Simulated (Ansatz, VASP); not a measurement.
# TiTeSe in two plane-wave programs

Aim: how closely do two programs agree when they are given the same cell, functional and k mesh? The cell is taken from a series of runs on this material, whose earlier steps may have relaxed, scaled, displaced or heated it; both programs get it as it stands.

Program: Ansatz 0.2.0. Level of theory: plane waves, with VASP 6.6.1 beside it; PBEsol. Results are calculated unless marked as measured.

### Step 1. The structure

The cell holds 3 atoms: 1 Ti, 1 Se and 1 Te. Cell: a = 3.570 Å, b = 3.678 Å, c = 30.000 Å, α = 90.0°, β = 90.0°, γ = 119.0°. Vacuum lies along c.

As a file:

```xyz
3
Lattice="3.5700 0.0000 0.0000 -1.7850 3.2154 0.0000 0.0000 0.0000 30.0000" Properties=species:S:1:pos:R:3
Ti    0.0000    0.0040   10.1139
Se    0.0000    2.1220   11.4992
Te    1.7850    1.0894    8.2869
```

### Step 2. VASP: zone-centre phonons, PBEsol

Second derivatives magnify differences that forces hide, and they need a tight electronic threshold.

Lines of VASP's logs that name or quote its potential files are left out, and so is its time.

Input file INCAR:

```
SYSTEM = TiTeSe
PREC = Accurate
ENCUT = 500
EDIFF = 1E-08
NELM = 120
ISMEAR = 1
SIGMA = 0.2
LREAL = .FALSE.
ALGO = Normal
GGA = PS
NBANDS = 18
LASPH = .TRUE.
LORBIT = 11
LWAVE = .FALSE.
LCHARG = .FALSE.
ISIF = 2
IBRION = 8
GGA_COMPAT = .FALSE.
NELMDL = -8
KPAR = 2
```

Input file POSCAR:

```
TiTeSe
1.0
    3.5700281122      0.0000000000      0.0000000000
   -1.7850140561      3.2154044390      0.0000000000
    0.0000000000      0.0000000000     30.0000000000
Ti Se Te
1 1 1
Direct
    0.0006294771      0.0012589542      0.3371290598
    0.3299697832      0.6599395665      0.3833072573
    0.6694007397      0.3388014794      0.2762303494
```

Input file KPOINTS:

```
Automatic mesh
0
Gamma
15 15 1
0 0 0
```

The projector-augmented-wave data sets are Ti_sv, Se and Te (PBE family, release 64).

Command:

```
$ mpirun -np 2 vasp_std
```

Numbers of over 12 decimals in the logs are rounded to 6 here.

Output:

```text
[banner, memory and clock lines left out]
running    2 mpi-ranks, on    1 nodes
 distrk:  each k-point on    1 cores,    2 groups
 distr:  one band on    1 cores,    1 groups

 POSCAR found type information on POSCAR TiSeTe
 POSCAR found :  3 types and       3 ions
|                                                                             |
|               ----> ADVICE to this user running VASP <----                  |
|                                                                             |
|     You enforced a specific xc type in the INCAR file but a different       |
|     [... a line on the potential file left out ...]
|     I HOPE YOU KNOW WHAT YOU ARE DOING!                                     |
|                                                                             |

 LDA part: xc-table for (Slater+PW92), standard interpolation
 POSCAR, INCAR and KPOINTS ok, starting setup
 FFT: planning ... GRIDC
 FFT: planning ... GRID_SOFT
 FFT: planning ... GRID
 WAVECAR not read
 entering main loop
       N       E                     dE             d eps       ncg     rms          rms(c)
DAV:   1     0.158922770779E+03    0.15892E+03   -0.10080E+04  2824   0.949E+02
DAV:   2     0.184389723682E+01   -0.15708E+03   -0.15373E+03  3006   0.229E+02
DAV:   3    -0.199366690207E+02   -0.21781E+02   -0.21683E+02  4166   0.782E+01
DAV:   4    -0.210087588624E+02   -0.10721E+01   -0.10680E+01  3136   0.173E+01
DAV:   5    -0.211123690056E+02   -0.10361E+00   -0.10357E+00  3600   0.419E+00
DAV:   6    -0.211132464663E+02   -0.87746E-03   -0.87740E-03  3238   0.513E-01
DAV:   7    -0.211132750905E+02   -0.28624E-04   -0.28624E-04  3610   0.793E-02
DAV:   8    -0.211132752969E+02   -0.20645E-06   -0.20634E-06  3238   0.785E-03    0.126E+01
DAV:   9    -0.202838180577E+02    0.82946E+00   -0.36507E+01  2880   0.421E+01    0.128E+01
DAV:  10    -0.189237371156E+02    0.13601E+01   -0.32730E+01  3164   0.365E+01    0.601E+00
DAV:  11    -0.184413698444E+02    0.48237E+00   -0.17776E+00  2620   0.993E+00    0.209E+00
DAV:  12    -0.184256259568E+02    0.15744E-01   -0.69119E-01  3372   0.541E+00    0.161E+00
DAV:  13    -0.184028497053E+02    0.22776E-01   -0.24042E-01  2890   0.375E+00    0.601E-01
DAV:  14    -0.184012984833E+02    0.15512E-02   -0.30570E-02  2574   0.142E+00    0.317E-01
[...]
DAV:  26    -0.184009185154E+02   -0.72605E-05   -0.30968E-07  2702   0.293E-03    0.762E-04
DAV:  27    -0.184009210853E+02   -0.25700E-05   -0.48371E-08  2662   0.862E-04    0.668E-04
DAV:  28    -0.184009222946E+02   -0.12093E-05   -0.13455E-08  2388   0.502E-04    0.442E-04
DAV:  29    -0.184009231864E+02   -0.89181E-06   -0.28352E-08  2510   0.969E-04    0.168E-04
DAV:  30    -0.184009234020E+02   -0.21554E-06   -0.13497E-09  2178   0.257E-04    0.136E-04
DAV:  31    -0.184009234867E+02   -0.84710E-07    0.82253E-12  2022   0.991E-05    0.629E-05
DAV:  32    -0.184009235039E+02   -0.17172E-07    0.51806E-10  1668   0.824E-05    0.206E-05
DAV:  33    -0.184009235133E+02   -0.94551E-08    0.59113E-10  1426   0.473E-05
   1 F= -.18400924E+02 E0= -.18401286E+02  d E =0.108767E-02
 Linear response reoptimize wavefunctions to high precision
DAV:   1    -0.184009235162E+02   -0.28758E-08    0.64094E-10  1908   0.233E-05
DAV:   2    -0.184009235162E+02   -0.18190E-10    0.65596E-10  1440   0.862E-06
 Linear response DOF=           9
 Linear response progress:
  Degree of freedom:   1/  9
       N       E                     dE             d eps       ncg     rms          rms(c)
RMM:   1    -0.721732573644E+00   -0.72173E+00    0.12928E+01  4069   0.136E+02
RMM:   2    -0.682668209377E+00    0.39064E-01   -0.43433E-01  7168   0.523E+00    0.213E-01
RMM:   3    -0.680234389231E+00    0.24338E-02   -0.24755E-02  8103   0.112E+00    0.107E-01
RMM:   4    -0.680411903121E+00   -0.17751E-03   -0.15814E-02  9954   0.527E-01    0.347E-02
[...]
RMM:   7    -0.778487426905E-01   -0.53259E-05   -0.41567E-06 10220   0.848E-03    0.207E-03
RMM:   8    -0.778544054623E-01   -0.56628E-05   -0.35635E-06 10136   0.441E-03    0.621E-04
RMM:   9    -0.778556799773E-01   -0.12745E-05    0.17229E-06 10803   0.223E-03    0.264E-04
RMM:  10    -0.778565184784E-01   -0.83850E-06   -0.21751E-07 10860   0.105E-03    0.697E-05
RMM:  11    -0.778565449770E-01   -0.26499E-07    0.98245E-07 10929   0.546E-04    0.283E-05
RMM:  12    -0.778564347046E-01    0.11027E-06   -0.45139E-07 11108   0.289E-04    0.199E-05
RMM:  13    -0.778564302632E-01    0.44414E-08    0.87637E-09 10927   0.159E-04    0.839E-06
 first order change of Fermi-energy  -0.19005E-02
 force on displaced ion       2 direction 1 :  -4.490   0.019   0.004
 Linear response progress:
  Degree of freedom:   5/  9
       N       E                     dE             d eps       ncg     rms          rms(c)
RMM:   1    -0.838763614136E-01   -0.83876E-01    0.38369E-03  5615   0.154E+00
RMM:   2    -0.783056795926E-01    0.55707E-02   -0.53828E-03  4645   0.392E-01    0.839E-02
RMM:   3    -0.786412114774E-01   -0.33553E-03   -0.12291E-03  5269   0.144E-01    0.487E-02
RMM:   4    -0.790445044071E-01   -0.40329E-03   -0.36028E-04  4887   0.984E-02    0.324E-02
RMM:   5    -0.790791582576E-01   -0.34654E-04   -0.10704E-04  5008   0.606E-02    0.882E-03
[...]
RMM:   9    -0.119486985893E+00   -0.12848E-06    0.93250E-07  5907   0.385E-03    0.121E-03
RMM:  10    -0.119487108863E+00   -0.12297E-06    0.95849E-07  5376   0.263E-03    0.539E-04
RMM:  11    -0.119487185662E+00   -0.76799E-07    0.13702E-06  5935   0.130E-03    0.157E-04
RMM:  12    -0.119486774014E+00    0.41165E-06    0.23755E-07  5482   0.751E-04    0.162E-04
RMM:  13    -0.119486612685E+00    0.16133E-06    0.11346E-07  5847   0.407E-04    0.510E-05
RMM:  14    -0.119486576783E+00    0.35902E-07    0.37566E-08  5906   0.213E-04    0.347E-05
RMM:  15    -0.119486500125E+00    0.76658E-07    0.11363E-07  5385   0.165E-04    0.215E-05
RMM:  16    -0.119486541509E+00   -0.41384E-07    0.10751E-07  5761   0.924E-05    0.265E-05
RMM:  17    -0.119486553416E+00   -0.11907E-07    0.73598E-08  5754   0.567E-05    0.139E-05
RMM:  18    -0.119486573482E+00   -0.20066E-07    0.41815E-08  5615   0.396E-05    0.299E-06
RMM:  19    -0.119486592522E+00   -0.19040E-07    0.21053E-08  5679   0.249E-05    0.589E-06
RMM:  20    -0.119486597957E+00   -0.54354E-08    0.13065E-08  5923   0.146E-05    0.299E-06
 first order change of Fermi-energy  -0.83953E+00
 force on displaced ion       2 direction 3 :  -0.000   0.393  -7.472
 Linear response progress:
  Degree of freedom:   7/  9
       N       E                     dE             d eps       ncg     rms          rms(c)
RMM:   1    -0.406829430671E-01   -0.40683E-01   -0.28154E-03  9719   0.936E-01
RMM:   2    -0.388270670657E-01    0.18559E-02   -0.36372E-03  8364   0.302E-01    0.704E-02
RMM:   3    -0.389868933561E-01   -0.15983E-03   -0.77816E-04  9517   0.111E-01    0.404E-02
RMM:   4    -0.390417666762E-01   -0.54873E-04   -0.13216E-04 10202   0.434E-02    0.287E-02
RMM:   5    -0.391356619507E-01   -0.93895E-04   -0.32118E-05  8585   0.298E-02    0.742E-03
RMM:   6    -0.391354461388E-01    0.21581E-06   -0.11816E-05  8981   0.190E-02    0.366E-03
RMM:   7    -0.391302834564E-01    0.51627E-05   -0.32573E-06  9779   0.856E-03    0.136E-03
RMM:   8    -0.391274839949E-01    0.27995E-05   -0.12141E-06 10482   0.410E-03    0.437E-04
RMM:   9    -0.391272440460E-01    0.23995E-06   -0.14688E-06 10372   0.166E-03    0.184E-04
RMM:  10    -0.391272690209E-01   -0.24975E-07    0.26914E-07 10804   0.807E-04    0.786E-05
RMM:  11    -0.391273756380E-01   -0.10662E-06   -0.36788E-07 10833   0.411E-04    0.345E-05
RMM:  12    -0.391273720669E-01    0.35712E-08    0.30309E-07 10953   0.219E-04    0.128E-05
RMM:  13    -0.391273876907E-01   -0.15624E-07   -0.12942E-07 11023   0.121E-04    0.665E-06
RMM:  14    -0.391273894877E-01   -0.17970E-08    0.82396E-08 11023   0.646E-05    0.187E-06
 first order change of Fermi-energy  -0.28174E-02
 force on displaced ion       3 direction 1 :  -2.530  -0.019   0.005
 Linear response progress:
  Degree of freedom:   8/  9
       N       E                     dE             d eps       ncg     rms          rms(c)
RMM:   1    -0.417790311873E-01   -0.41779E-01    0.58867E-04  5502   0.946E-01
RMM:   2    -0.399752176609E-01    0.18038E-02   -0.38940E-03  4818   0.304E-01    0.677E-02
RMM:   3    -0.401357723235E-01   -0.16055E-03   -0.73081E-04  5253   0.111E-01    0.401E-02
RMM:   4    -0.401945419839E-01   -0.58770E-04   -0.13756E-04  5328   0.475E-02    0.292E-02
RMM:   5    -0.402590832239E-01   -0.64541E-04   -0.39569E-05  4777   0.415E-02    0.249E-02
RMM:   6    -0.402927190216E-01   -0.33636E-04   -0.19544E-05  4578   0.331E-02    0.335E-03
RMM:   7    -0.402893615479E-01    0.33575E-05   -0.68018E-06  5856   0.128E-02    0.212E-03
RMM:   8    -0.402849848861E-01    0.43767E-05   -0.20065E-06  5873   0.481E-03    0.514E-04
RMM:   9    -0.402852537725E-01   -0.26889E-06   -0.23033E-06  6146   0.212E-03    0.271E-04
RMM:  10    -0.402851784389E-01    0.75334E-07    0.60434E-07  6154   0.988E-04    0.188E-04
RMM:  11    -0.402852622950E-01   -0.83856E-07   -0.13762E-07  6144   0.535E-04    0.695E-05
RMM:  12    -0.402852221680E-01    0.40127E-07    0.49106E-07  6118   0.295E-04    0.196E-05
RMM:  13    -0.402852463469E-01   -0.24179E-07   -0.10024E-07  6255   0.161E-04    0.897E-06
RMM:  14    -0.402852530454E-01   -0.66985E-08    0.14165E-07  6245   0.899E-05    0.550E-06
RMM:  15    -0.402852569478E-01   -0.39024E-08   -0.38989E-08  6226   0.511E-05    0.260E-06
 first order change of Fermi-energy  -0.19139E-01
 force on displaced ion       3 direction 2 :  -0.000  -2.561   0.236
 Linear response progress:
  Degree of freedom:   9/  9
       N       E                     dE             d eps       ncg     rms          rms(c)
RMM:   1    -0.854909388802E-01   -0.85491E-01    0.23956E-02  5465   0.117E+00
RMM:   2    -0.832089200809E-01    0.22820E-02   -0.49702E-03  4853   0.346E-01    0.110E-01
RMM:   3    -0.833377886057E-01   -0.12887E-03   -0.86537E-04  4683   0.175E-01    0.919E-02
RMM:   4    -0.833424357687E-01   -0.46472E-05   -0.33573E-04  4808   0.131E-01    0.590E-02
RMM:   5    -0.833421666917E-01    0.26908E-06   -0.10553E-04  4884   0.667E-02    0.453E-02
RMM:   6    -0.833925821571E-01   -0.50415E-04   -0.49733E-05  4844   0.519E-02    0.115E-02
RMM:   7    -0.833904435849E-01    0.21386E-05   -0.19249E-05  5591   0.249E-02    0.611E-03
RMM:   8    -0.833906813313E-01   -0.23775E-06   -0.59477E-06  5934   0.124E-02    0.283E-03
RMM:   9    -0.833912743531E-01   -0.59302E-06   -0.60562E-06  6070   0.552E-03    0.264E-03
RMM:  10    -0.833907977280E-01    0.47663E-06   -0.27797E-06  6022   0.292E-03    0.410E-03
RMM:  11    -0.833924851472E-01   -0.16874E-05   -0.12964E-06  5186   0.281E-03    0.118E-03
RMM:  12    -0.833933756788E-01   -0.89053E-06   -0.13862E-06  5311   0.139E-03    0.324E-04
RMM:  13    -0.833940820414E-01   -0.70636E-06   -0.38338E-07  5671   0.698E-04    0.253E-04
RMM:  14    -0.833949250303E-01   -0.84299E-06   -0.36619E-07  5419   0.475E-04    0.236E-04
RMM:  15    -0.833950469595E-01   -0.12193E-06   -0.55751E-07  5422   0.281E-04    0.799E-05
RMM:  16    -0.833952074929E-01   -0.16053E-06   -0.25600E-07  5507   0.167E-04    0.444E-05
RMM:  17    -0.833953903411E-01   -0.18285E-06   -0.29906E-07  5324   0.130E-04    0.213E-05
RMM:  18    -0.833954056028E-01   -0.15262E-07   -0.15767E-07  5586   0.666E-05    0.118E-05
RMM:  19    -0.833954196864E-01   -0.14084E-07   -0.86294E-08  5887   0.397E-05    0.644E-06
RMM:  20    -0.833954109462E-01    0.87402E-08   -0.49362E-08  5848   0.246E-05    0.123E-05
 first order change of Fermi-energy  -0.70502E+00
 force on displaced ion       3 direction 3 :   0.000   0.229  -7.999
 Linear response finished
```

OUTCAR, selected parts (step 2):

```text
ion  position               nearest neighbor table
   1  0.001  0.001  0.337-   2 2.51   2 2.51   2 2.53   3 2.78   3 2.78   3 2.81
   2  0.330  0.660  0.383-   1 2.51   1 2.51   1 2.53
   3  0.669  0.339  0.276-   1 2.78   1 2.78   1 2.81

  LATTYP: Found a base centered orthorhombic cell.
 ALAT       =     3.5700281122
 B/A-ratio  =     1.8013328399
 C/A-ratio  =     8.4032951722

 Subroutine GETGRP returns: Found  2 space group operations
 (whereof  2 operations were pure point group operations)

The static configuration has the point symmetry C_1h.

 Found     64 irreducible k-points:

   k-points           NKPTS =     64   k-points in BZ     NKDIM =     64   number of bands    NBANDS=     18

   dimension x,y,z NGX =    28 NGY =   28 NGZ =  224
   dimension x,y,z NGXF=    56 NGYF=   56 NGZF=  448

   ENCUT  =  500.0 eV  36.75 Ry    6.06 a.u.   6.51  6.71 54.70*2*pi/ulx,y,z

   NELECT =      24.0000    total number of electrons

 k-points in reciprocal lattice and weights: Automatic mesh
   0.00000000  0.00000000  0.00000000       0.004
   0.06666667  0.00000000  0.00000000       0.018
   0.13333333  0.00000000  0.00000000       0.018
   0.20000000  0.00000000  0.00000000       0.018
   0.26666667  0.00000000  0.00000000       0.018
   0.33333333  0.00000000  0.00000000       0.018
   0.40000000  0.00000000  0.00000000       0.018
   0.46666667 -0.00000000  0.00000000       0.018
   0.00000000  0.06666667  0.00000000       0.009
[...]
0.00000000  0.46666667  0.00000000       0.009
   0.06666667  0.46666667  0.00000000       0.009

 average (electrostatic) potential at core
       1 -84.0899       2 -60.6870       3 -96.5469

  Total       -0.3068623     -1.3686408      0.0628015      0.0000000     -0.0034906      0.0000000
  in kB       -1.4276626     -6.3675383      0.2921813      0.0000000     -0.0162400      0.0000000
  external PRESSURE =      -2.5010065 kB  Pullay stress =       0.0000000 kB

  energy-cutoff  :      500.00
  volume of cell :      344.37
      direct lattice vectors                 reciprocal lattice vectors
     3.570028112  0.000000000  0.000000000     0.280109839  0.155501434  0.000000000
    -1.785014056  3.215404439  0.000000000     0.000000000  0.311002867  0.000000000
     0.000000000  0.000000000 30.000000000     0.000000000  0.000000000  0.033333333

 POSITION                                       TOTAL-FORCE (eV/Angst)
 -----------------------------------------------------------------------------------
      0.00000      0.00405     10.11387         0.000000      0.000709     -0.000352
     -0.00000      2.12197     11.49922         0.000000     -0.001550      0.023535
      1.78501      1.08938      8.28691        -0.000000      0.000841     -0.023183
 -----------------------------------------------------------------------------------
    total drift:                                0.000000      0.000152     -0.000205

 Eigenvectors and eigenvalues of the dynamical matrix
 ----------------------------------------------------

   1 f  =    9.125415 THz    57.336674 2PiTHz  304.391080 cm-1    37.739667 meV
             X         Y         Z           dx          dy          dz
      0.000000  0.004048 10.113872    -0.000000   -0.074406    0.891430
     -0.000000  2.121973 11.499218    -0.000000    0.041038   -0.358339
      1.785014  1.089384  8.286910     0.000000    0.013101   -0.263731

   2 f  =    5.746666 THz    36.107365 2PiTHz  191.688133 cm-1    23.766289 meV
             X         Y         Z           dx          dy          dz
      0.000000  0.004048 10.113872     0.000000    0.814007    0.081823
     -0.000000  2.121973 11.499218    -0.000000   -0.569669    0.010951
      1.785014  1.089384  8.286910    -0.000000   -0.050602   -0.059120

   3 f  =    5.580304 THz    35.062081 2PiTHz  186.138892 cm-1    23.078271 meV
             X         Y         Z           dx          dy          dz
      0.000000  0.004048 10.113872     0.813289   -0.000000   -0.000000
     -0.000000  2.121973 11.499218    -0.580375    0.000000   -0.000000
      1.785014  1.089384  8.286910    -0.041539    0.000000   -0.000000

   4 f  =    4.708191 THz    29.582436 2PiTHz  157.048344 cm-1    19.471504 meV
             X         Y         Z           dx          dy          dz
      0.000000  0.004048 10.113872     0.000000   -0.060991    0.102361
     -0.000000  2.121973 11.499218     0.000000    0.006673    0.748635
      1.785014  1.089384  8.286910    -0.000000    0.032282   -0.651354

   5 f  =    3.109560 THz    19.537942 2PiTHz  103.723757 cm-1    12.860101 meV
             X         Y         Z           dx          dy          dz
      0.000000  0.004048 10.113872     0.000000    0.374116    0.015261
     -0.000000  2.121973 11.499218     0.000000    0.602960    0.026408
      1.785014  1.089384  8.286910    -0.000000   -0.703269   -0.030959

   6 f  =    3.106799 THz    19.520593 2PiTHz  103.631654 cm-1    12.848682 meV
             X         Y         Z           dx          dy          dz
      0.000000  0.004048 10.113872    -0.388005    0.000000    0.000000
     -0.000000  2.121973 11.499218    -0.594148    0.000000    0.000000
      1.785014  1.089384  8.286910     0.704585   -0.000000   -0.000000

   7 f/i=    0.001124 THz     0.007065 2PiTHz    0.037505 cm-1     0.004650 meV
             X         Y         Z           dx          dy          dz
      0.000000  0.004048 10.113872     0.433604   -0.000000   -0.000000
     -0.000000  2.121973 11.499218     0.556914   -0.000000   -0.000000
      1.785014  1.089384  8.286910     0.708402   -0.000000   -0.000000

   8 f/i=    0.001198 THz     0.007528 2PiTHz    0.039963 cm-1     0.004955 meV
             X         Y         Z           dx          dy          dz
      0.000000  0.004048 10.113872     0.000000    0.420614    0.106615
     -0.000000  2.121973 11.499218     0.000000    0.539923    0.136716
      1.785014  1.089384  8.286910     0.000000    0.686450    0.174056

   9 f/i=    0.003946 THz     0.024791 2PiTHz    0.131613 cm-1     0.016318 meV
             X         Y         Z           dx          dy          dz
      0.000000  0.004048 10.113872    -0.000000    0.106107   -0.420215
     -0.000000  2.121973 11.499218    -0.000000    0.136642   -0.540029
      1.785014  1.089384  8.286910    -0.000000    0.174426   -0.686611

 ELASTIC MODULI CONTR FROM IONIC RELAXATION (kBar)
 Direction    XX          YY          ZZ          XY          YZ          ZX
 --------------------------------------------------------------------------------
 XX         -85.2198    -57.0665   -121.2352     -0.0000     41.1271      0.0000
 YY         -57.0665    -75.4962   -112.3439      0.0000    -30.3732     -0.0000
 ZZ        -121.2352   -112.3439   -218.6816      0.0000      6.5004     -0.0000
 XY          -0.0000      0.0000      0.0000    -18.9862      0.0000     39.8366
 YZ          41.1271    -30.3732      6.5004      0.0000   -116.4415     -0.0000
 ZX           0.0000     -0.0000     -0.0000     39.8366     -0.0000    -92.2836
 --------------------------------------------------------------------------------
```

This run has no spin polarisation, so a moment on Ti, if there is one, isn't seen.

(Part 1 of 2 ends here.)

[Lines on the potential files, build, host, timing and source positions are cut from VASP's logs without a mark.]

[Logs are printed without paths, hosts, clocks, repeated set-up lines and the standing remarks that a program may print on its own settings, such as how far it seeks lower states.]

[Hosts, paths, dates, database ids (printed as entryN), source tags and the programs' standing remarks are cut or masked in the printed files.]
